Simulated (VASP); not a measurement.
# TiB2: interstitial Li from one void to a neighbouring one, part 2 of 5

How hard is this move in TiB2: interstitial Li from one void to a neighbouring one? Both ends are relaxed first, then a band of images between them. The start is a cell from a database of measured crystal structures.

VASP 6.6.1, plane waves and PAW; the level of theory is named at each step.

So far. Step 2 (Relax the host): The run ended after 4 ionic steps, 0.008 eV below its first step, once forces and stress met EDIFFG = -0.02.

## Step 3: Relax the start

This step: PBEsol; plane waves and PAW (Ti, B, Li) (VASP 6.6.1).

System of this step: LiTi8B16. The cell holds 25 atoms: 8 Ti, 16 B and 1 Li. Cell: a = 6.045 Å, b = 6.045 Å, c = 6.375 Å, α = 90.0°, β = 90.0°, γ = 120.0°. It derives from TiB2. Nearest the centre at fractional (0.083, 0.167, 0.125): Ti1 at 1.17 Å, Li25 at 1.17 Å, B17 at 1.20 Å, B9 at 1.66 Å, B13 at 1.72 Å, B23 at 2.42 Å, Ti7 at 2.43 Å, Ti3 at 2.45 Å.

A path needs two true minima; the start is relaxed with symmetry off.

File INCAR:

```
SYSTEM = LiTi8B16
PREC = Normal
ENCUT = 320
EDIFF = 1E-05
NELM = 120
ISMEAR = 1
SIGMA = 0.15
LREAL = Auto
ALGO = Fast
GGA = PS
NBANDS = 60
LASPH = .TRUE.
LORBIT = 11
LWAVE = .FALSE.
LCHARG = .FALSE.
KPAR = 5
IBRION = 2
NSW = 60
ISIF = 2
EDIFFG = -0.05
POTIM = 0.4
MAXMIX = 40
ISYM = 0
```

File POSCAR:

```
LiTi8B16
1.0
    6.0445575198      0.0000000000      0.0000000000
   -3.0222787598      5.2347403666      0.0000000000
    0.0000000000      0.0000000000      6.3750094388
Ti B Li
8 16 1
Direct
    0.0027130047      0.0031390980      0.0010366638
   -0.0025823223      0.0034590287      0.5014003887
   -0.0006665320      0.5022202366      0.0011437548
    0.0010275097      0.5001085908      0.5017151755
    0.4972520398     -0.0006224184     -0.0015125289
    0.5020573211      0.0001517634      0.4990824900
    0.4969215332      0.4990173639      0.0000255441
    0.5015601644      0.5049441375      0.5031583461
    0.3207541338      0.1594494481      0.2494516962
    0.3323445313      0.1674829172      0.7506817933
    0.3382164477      0.6624180480      0.2488153586
    0.3413277838      0.6691374787      0.7520801957
    0.8284842671      0.1603699831      0.2505253788
    0.8313494067      0.1619774099      0.7478565470
    0.8312901853      0.6630571213      0.2496917025
    0.8337172448      0.6668026284      0.7484116364
    0.1703336465      0.3367381516      0.2510065814
    0.1653570237      0.3361287052      0.7484268572
    0.1675281486      0.8292384314      0.2528689125
    0.1642147784      0.8285623273      0.7490152188
    0.6673667955      0.3343755679      0.2469186301
    0.6633839025      0.3340958718      0.7485356896
    0.6688968196      0.8362351755      0.2448273414
    0.6698478370      0.8380122548      0.7490665838
   -0.0012457700      0.0028740445      0.2507951251
```

File KPOINTS:

```
Automatic mesh
0
Gamma
4 4 3
0 0 0
```

Potentials, in the order of the species: Ti, B and Li (PBE family, release 64).

Started as:

```sh
mpirun -np 5 vasp_std
```

Output:

```text
[banner, memory and clock lines left out]
running    5 mpi-ranks, on    1 nodes
 distrk:  each k-point on    1 cores,    5 groups
 distr:  one band on    1 cores,    1 groups

 POSCAR found type information on POSCAR TiB Li
 POSCAR found :  3 types and      25 ions
 [... a notice as in an earlier step ...]

 [... a notice as in an earlier step ...]

 LDA part: xc-table for (Slater+PW92), standard interpolation
|                                                                             |
|           W    W    AA    RRRRR   N    N  II  N    N   GGGG   !!!           |
|           W    W   A  A   R    R  NN   N  II  NN   N  G    G  !!!           |
|           W    W  A    A  R    R  N N  N  II  N N  N  G       !!!           |
|           W WW W  AAAAAA  RRRRR   N  N N  II  N  N N  G  GGG   !            |
|           WW  WW  A    A  R   R   N   NN  II  N   NN  G    G                |
|           W    W  A    A  R    R  N    N  II  N    N   GGGG   !!!           |
|                                                                             |
|     The distance between some ions is very small. Please check the          |
|     nearest-neighbor list in the OUTCAR file.                               |
|     I HOPE YOU KNOW WHAT YOU ARE DOING!                                     |
|                                                                             |

 POSCAR, INCAR and KPOINTS ok, starting setup
 FFT: planning ... GRIDC
 FFT: planning ... GRID_SOFT
 FFT: planning ... GRID
 WAVECAR not read
 entering main loop
       N       E                     dE             d eps       ncg     rms          rms(c)
DAV:   1     0.454879247504E+03    0.45488E+03   -0.20959E+04  3200   0.849E+02
DAV:   2    -0.142094043443E+03   -0.59697E+03   -0.56106E+03  3200   0.267E+02
DAV:   3    -0.235243771360E+03   -0.93150E+02   -0.90339E+02  4352   0.112E+02
DAV:   4    -0.238988843079E+03   -0.37451E+01   -0.37059E+01  4096   0.232E+01
DAV:   5    -0.239077920981E+03   -0.89078E-01   -0.88943E-01  4096   0.336E+00    0.673E+01
RMM:   6    -0.195173503860E+03    0.43904E+02   -0.16297E+02  3135   0.485E+01    0.113E+01
RMM:   7    -0.198218603120E+03   -0.30451E+01   -0.48428E+01  3187   0.198E+01    0.155E+01
RMM:   8    -0.198556840871E+03   -0.33824E+00   -0.54771E+00  3179   0.822E+00    0.105E+01
RMM:   9    -0.200881073115E+03   -0.23242E+01   -0.68023E+00  3152   0.729E+00    0.116E+01
RMM:  10    -0.197765378900E+03    0.31157E+01   -0.12150E+01  3204   0.165E+01    0.111E+01
RMM:  11    -0.198127970479E+03   -0.36259E+00   -0.41446E+00  3155   0.553E+00    0.755E+00
RMM:  12    -0.197998499500E+03    0.12947E+00   -0.52449E-01  3121   0.347E+00    0.503E+00
RMM:  13    -0.197922571064E+03    0.75928E-01   -0.77781E-02  3143   0.108E+00    0.393E+00
RMM:  14    -0.197873175205E+03    0.49396E-01   -0.12301E-01  3152   0.136E+00    0.202E+00
RMM:  15    -0.197874687066E+03   -0.15119E-02   -0.15553E-02  3139   0.459E-01    0.183E+00
RMM:  16    -0.197872973655E+03    0.17134E-02   -0.62361E-03  3160   0.294E-01    0.141E+00
RMM:  17    -0.197871217642E+03    0.17560E-02   -0.45257E-03  3134   0.192E-01    0.843E-01
RMM:  18    -0.197870619879E+03    0.59776E-03   -0.22067E-03  3163   0.115E-01    0.524E-01
RMM:  19    -0.197870510894E+03    0.10898E-03   -0.48217E-04  3157   0.596E-02    0.459E-01
RMM:  20    -0.197870234961E+03    0.27593E-03   -0.85401E-04  3199   0.122E-01    0.121E-01
RMM:  21    -0.197870233011E+03    0.19505E-05   -0.21302E-04  3077   0.373E-02    0.336E-02
RMM:  22    -0.197870232640E+03    0.37021E-06   -0.53412E-05  2582   0.192E-02
   1 F= -.19787023E+03 E0= -.19786738E+03  d E =-.197870E+03
 curvature:   0.00 expect dE= 0.000E+00 dE for cont linesearch  0.000E+00
 trial: gam= 0.00000 g(F)=  0.639E+01 g(S)=  0.000E+00 ort = 0.000E+00 (trialstep = 0.100E+01)
 search vector abs. value=  0.639E+01
 bond charge predicted
       N       E                     dE             d eps       ncg     rms          rms(c)
DAV:   1    -0.199935720936E+03   -0.20655E+01   -0.23903E+02  3128   0.514E+01    0.618E+00
RMM:   2    -0.202653928765E+03   -0.27182E+01   -0.13959E+01  3120   0.164E+01    0.122E+01
RMM:   3    -0.199977221326E+03    0.26767E+01   -0.74610E+00  3120   0.133E+01    0.432E+00
RMM:   4    -0.199859392392E+03    0.11783E+00   -0.19118E+00  3180   0.407E+00    0.479E+00
RMM:   5    -0.199876519072E+03   -0.17127E-01   -0.61824E-01  3191   0.249E+00    0.225E+00
RMM:   6    -0.199873302563E+03    0.32165E-02   -0.20655E-01  3121   0.239E+00    0.651E+00
RMM:   7    -0.199846044734E+03    0.27258E-01   -0.11183E-01  3120   0.153E+00    0.607E-01
RMM:   8    -0.199851913089E+03   -0.58684E-02   -0.11121E-01  3131   0.143E+00    0.953E-01
RMM:   9    -0.199843703400E+03    0.82097E-02   -0.24767E-02  3122   0.880E-01    0.253E-01
RMM:  10    -0.199843580359E+03    0.12304E-03   -0.70748E-03  3162   0.245E-01    0.232E-01
RMM:  11    -0.199843663050E+03   -0.82691E-04   -0.31161E-03  3160   0.161E-01    0.137E-01
RMM:  12    -0.199843391621E+03    0.27143E-03   -0.19722E-03  3120   0.205E-01    0.262E-01
RMM:  13    -0.199843361464E+03    0.30156E-04   -0.48352E-04  3199   0.745E-02    0.745E-02
RMM:  14    -0.199843393414E+03   -0.31949E-04   -0.17013E-04  3116   0.456E-02    0.110E-01
RMM:  15    -0.199843324332E+03    0.69082E-04   -0.19200E-04  3118   0.716E-02    0.324E-02
RMM:  16    -0.199843322644E+03    0.16877E-05   -0.56272E-05  2578   0.198E-02
   2 F= -.19984332E+03 E0= -.19983928E+03  d E =-.197309E+01
[...]
3 F= -.20020350E+03 E0= -.20020081E+03  d E =-.233327E+01
[...]
4 F= -.20028369E+03 E0= -.20028160E+03  d E =-.801822E-01
[...]
5 F= -.20028371E+03 E0= -.20028163E+03  d E =-.802054E-01
[...]
6 F= -.20028974E+03 E0= -.20028773E+03  d E =-.603165E-02
[...]
7 F= -.20028976E+03 E0= -.20028774E+03  d E =-.604996E-02
 curvature:  -0.49 expect dE=-0.152E-02 dE for cont linesearch -0.193E-08
 trial: gam= 0.23090 g(F)=  0.310E-02 g(S)=  0.000E+00 ort = 0.762E-05 (trialstep = 0.937E+00)
 search vector abs. value=  0.389E-02
 bond charge predicted
       N       E                     dE             d eps       ncg     rms          rms(c)
DAV:   1    -0.200291567462E+03   -0.18068E-02   -0.10512E-01  3188   0.123E+00    0.722E-02
RMM:   2    -0.200291699093E+03   -0.13163E-03   -0.26102E-03  3120   0.241E-01    0.185E-01
RMM:   3    -0.200291595449E+03    0.10364E-03   -0.91136E-04  3122   0.142E-01    0.478E-02
RMM:   4    -0.200291569794E+03    0.25654E-04   -0.45025E-04  3163   0.668E-02    0.510E-02
RMM:   5    -0.200291566161E+03    0.36333E-05   -0.97694E-05  3144   0.377E-02
   8 F= -.20029157E+03 E0= -.20028954E+03  d E =-.180738E-02
 trial-energy change:   -0.001807  1 .order   -0.001791   -0.002904   -0.000679
 step:   1.2228(harm=  1.2228)  dis= 0.00559  next Energy=  -200.291654 (dE=-0.190E-02)
 reached required accuracy - stopping structural energy minimisation
```

The job ended after 2 min (5 MPI ranks of AMD EPYC 9R45, shared host; peak memory 1.2 GiB; 9.9 min of CPU time).

Parts of OUTCAR (step 3):

```text
 Found     26 irreducible k-points:

   k-points           NKPTS =     26   k-points in BZ     NKDIM =     26   number of bands    NBANDS=     60

   dimension x,y,z NGX =    28 NGY =   28 NGZ =   28
   dimension x,y,z NGXF=    56 NGYF=   56 NGZF=   56

   ENCUT  =  320.0 eV  23.52 Ry    4.85 a.u.   8.82  8.82  9.30*2*pi/ulx,y,z

   NELECT =      81.0000    total number of electrons

 E-fermi :   6.8666

 k-point     1 :       0.0000    0.0000    0.0000
  band No.  band energies     occupation
    ...
     37       5.0075      2.00000
     38       5.9419      2.00000
     39       5.9468      2.00000
     40       6.1436      2.00000
     41       6.1457      2.00000
     42       7.1076     -0.04552
     43       7.1082     -0.04513
     44       7.8759     -0.00000
     45       8.0192     -0.00000
     46       8.0632     -0.00000
    ...

 k-point     2 :       0.2500   -0.0000    0.0000
  band No.  band energies     occupation
    ...
     36       4.5090      2.00000
     37       4.8440      2.00000
     38       5.6482      2.00000
     39       5.7115      2.00000
     40       6.4626      2.00094
     41       6.9147      0.48673
     42       7.0425     -0.07000
     43       7.4838     -0.00000
     44       7.7676     -0.00000
     45       7.9953     -0.00000
    ...

  Total       12.1838140     12.1674715     21.0720756      0.0131377      0.0316033      0.0708160
  in kB       96.7728094     96.6430057    167.3699188      0.1043492      0.2510166      0.5624728
  external PRESSURE =     120.2619113 kB  Pullay stress =       0.0000000 kB

  energy-cutoff  :      320.00
  volume of cell :      201.72
      direct lattice vectors                 reciprocal lattice vectors
     6.044557520  0.000000000  0.000000000     0.165438082  0.095515721  0.000000000
    -3.022278760  5.234740367  0.000000000     0.000000000  0.191031442  0.000000000
     0.000000000  0.000000000  6.375009439     0.000000000  0.000000000  0.156862513

 POSITION                                       TOTAL-FORCE (eV/Angst)
 -----------------------------------------------------------------------------------
      6.04282      0.00251      6.14700         0.010151     -0.011603      0.035569
     -0.00150      0.00296      3.41786        -0.001311     -0.015890     -0.044030
      4.53123      2.61743      6.36433        -0.002857      0.003876     -0.006685
      4.53111      2.61698      3.19545         0.001539      0.004911      0.002576
     -0.00303      5.23442      6.36394         0.003702      0.002545     -0.008644
     -0.00056      5.23398      3.19480        -0.012529      0.007321      0.007270
      1.50951      2.61695      6.36364        -0.004471      0.000926     -0.001093
      1.50975      2.61874      3.19444        -0.003087     -0.009372      0.013743
      1.55592      0.89806      1.59342         0.011073      0.010248     -0.018324
      1.53069      0.88652      4.77883        -0.006394     -0.013887      0.017037
     -0.00209      3.48752      1.59178        -0.008723      0.008596     -0.002453
     -0.00065      3.49206      4.78090        -0.009623     -0.013854     -0.013058
      4.48352      0.89861      1.58980        -0.015016      0.009727      0.007929
      4.51017      0.88686      4.78119         0.001439     -0.012116     -0.009022
      3.02012      3.43134      1.59083        -0.000633     -0.004310     -0.002032
      3.02134      3.46672      4.78042        -0.010177      0.009201     -0.001599
     -0.00233      1.79732      1.59289         0.005991      0.022908     -0.017569
     -0.00192      1.77212      4.78073         0.005116     -0.022469     -0.004694
     -1.46504      4.33255      1.59399         0.008731      0.004214     -0.026733
     -1.49090      4.35120      4.77980        -0.016660      0.004110      0.007677
      3.01956      1.74233      1.59080         0.006929      0.019258      0.009554
      3.01952      1.74664      4.77860         0.019099     -0.009732      0.010414
      1.45939      4.33263      1.58584         0.009042      0.001780      0.044472
      1.48899      4.35233      4.78047        -0.000687     -0.015313     -0.003395
      3.01877      5.22957      1.60044         0.009356      0.018924      0.003091
 -----------------------------------------------------------------------------------
    total drift:                               -0.006115     -0.002388     -0.004440

  FREE ENERGIE OF THE ION-ELECTRON SYSTEM (eV)
  ---------------------------------------------------
  free  energy   TOTEN  =      -200.2915661609 eV

  energy  without entropy=     -200.2854775429  energy(sigma->0) =     -200.28953662

 total charge
# of ion       s       p       d       tot
------------------------------------------
    1        0.501   0.853   3.095   4.449
    2        0.502   0.853   3.100   4.454
    3        0.475   0.843   2.914   4.233
    4        0.474   0.842   2.912   4.229
    5        0.475   0.843   2.915   4.233
    6        0.474   0.842   2.912   4.228
    7        0.475   0.843   2.915   4.233
    8        0.474   0.842   2.912   4.229
    9        0.695   1.350   0.000   2.045
   10        0.698   1.356   0.000   2.054
   11        0.705   1.392   0.000   2.097
   12        0.698   1.365   0.000   2.064
   13        0.695   1.350   0.000   2.045
   14        0.698   1.356   0.000   2.054
   15        0.695   1.349   0.000   2.045
   16        0.698   1.356   0.000   2.054
   17        0.695   1.350   0.000   2.045
   18        0.698   1.356   0.000   2.054
   19        0.695   1.349   0.000   2.044
   20        0.698   1.355   0.000   2.054
   21        0.705   1.392   0.000   2.097
   22        0.698   1.365   0.000   2.064
   23        0.695   1.350   0.000   2.045
   24        0.698   1.356   0.000   2.054
   25        0.387   0.957   0.000   1.345
--------------------------------------------------
tot         15.405  29.466  23.676  68.546

[... 1 part as in an earlier step ...]

[... 7 further parts left out ...]
```

This run has no spin polarisation. Its electron count is odd, so without a moment it is a metal by construction.

The steps of the relaxation:

```
step  energy less that of the first step (eV)  largest force (eV/Å)
   1                                   0.0000                7.9087
   2                                  -1.9731                3.3648
   3                                  -2.3333                0.8466
   4                                  -2.4135                0.2486
   5                                  -2.4135                0.2497
   6                                  -2.4195                0.1163
   7                                  -2.4195                0.1004
   8                                  -2.4213                0.0468
```

The atoms that moved most (Å):

```
atom      dx      dy      dz  length
 Ti1  -0.009  -0.014  -0.235   0.235
 Ti2   0.025  -0.015   0.221   0.223
  B9   0.099   0.063   0.003   0.118
 B23  -0.056  -0.045   0.025   0.076
 B13  -0.040   0.059  -0.007   0.072
 B11  -0.044   0.020   0.006   0.049
 B14  -0.025   0.039   0.014   0.048
 B12  -0.042  -0.011  -0.014   0.045
```

Final coordinates:

```xyz
25
Lattice="6.0446 0.0000 0.0000 -3.0223 5.2347 0.0000 0.0000 0.0000 6.3750" Properties=species:S:1:pos:R:3 pbc="T T T"
Ti   -0.0017    0.0025   -0.2280
Ti   -0.0015    0.0030    3.4179
Ti   -1.5133    2.6174   -0.0107
Ti   -1.5134    2.6170    3.1954
Ti    3.0192   -0.0003   -0.0111
Ti    3.0217   -0.0008    3.1948
Ti    1.5095    2.6169   -0.0114
Ti    1.5097    2.6187    3.1944
B     1.5559    0.8981    1.5934
B     1.5307    0.8865    4.7788
B    -0.0021    3.4875    1.5918
B    -0.0007    3.4921    4.7809
B     4.4835    0.8986    1.5898
B     4.5102    0.8869    4.7812
B     3.0201    3.4313    1.5908
B     3.0213    3.4667    4.7804
B    -0.0023    1.7973    1.5929
B    -0.0019    1.7721    4.7807
B    -1.4650    4.3325    1.5940
B    -1.4909    4.3512    4.7798
B     3.0196    1.7423    1.5908
B     3.0195    1.7466    4.7786
B     1.4594    4.3326    1.5858
B     1.4890    4.3523    4.7805
Li   -0.0035   -0.0052    1.6004
```

This step gave:

```yaml
electronic_cycles: 76
electrons: 81
free_energy_toten: -200.2916 eV
energy_at_zero_smearing: -200.2895 eV
fermi_energy: 6.867 eV
```

The run ended after 8 ionic steps, 2.421 eV below its first step, once the forces on the free atoms met EDIFFG = -0.05.

[end of part 2 of 5]

[Lines on the potential files, build, host, timing and source positions are cut from VASP's logs without a mark.]

[Logs are printed without paths, hosts, clocks, repeated set-up lines and the standing remarks that a program may print on its own settings, such as how far it seeks lower states.]

[Hosts, paths, dates, database ids (printed as entryN), source tags and the programs' standing remarks are cut or masked in the printed files.]

[Runs that stopped without an error message from VASP are left out.]
